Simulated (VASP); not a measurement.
Data:

```
CaS
1.0
    0.00000     2.89773     2.89773
    2.89773     0.00000     2.89773
    2.89773     2.89773     0.00000
Ca S
1 1
Cartesian
  0.00000   0.00000   0.00000
  2.89773   2.89773   2.89773
```

All values below come from PBE GGA, VASP's PBE PAW potentials (set 64) (plane waves; VASP). Numerical set-up: 300 eV cut-off, 7×7×7 Γ-centred mesh, Gaussian smearing of 0.010 eV, potentials Ca_sv S.

At this cut-off the stress carries a Pulay error, which pulls relaxed volumes low.

Question: Predict the energy per atom (σ→0), pressure.

Answer: 
* **energy per atom (σ→0)**: -5.179 eV/atom
* **pressure**: -2.36 GPa

The absolute energy has meaning only against runs of the same code, potentials and settings.

The structure comes from a computed database's CaS entry; how it stands against other phases isn't given here. The cell was not relaxed at this level.
